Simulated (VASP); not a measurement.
**TiP (relaxed from the zinc blende structure, space group F-43m): computed properties**

Level of theory: PBEsol GGA, VASP's PBE PAW potentials (set 64) (plane waves; VASP 6.6.1).

```yaml
space_group: F-43m (216)
cell: a = b = c = 5.4857 Å, α = β = γ = 90.00°
volume_per_atom: 20.63 Å³/atom
band gap (over mesh and band path): none (metal, semimetal or under 0.01 eV)
density: 3.17 g/cm³
```

```
CELL_PARAMETERS angstrom
      0.00000     2.74283     2.74283
      2.74283     0.00000     2.74283
      2.74283     2.74283     0.00000
ATOMIC_POSITIONS crystal
  Ti 0.00000 0.00000 0.00000
  P  0.25000 0.25000 0.25000
```

The structure was generated: TiP was put into the zinc blende type (F-43m), which need not be its known phase. It was relaxed first, which changed the volume by -30 %. Symmetry was kept, so distortions that lower it aren't found. The electron count is odd and the run is not spin-polarised, which forces a metal.
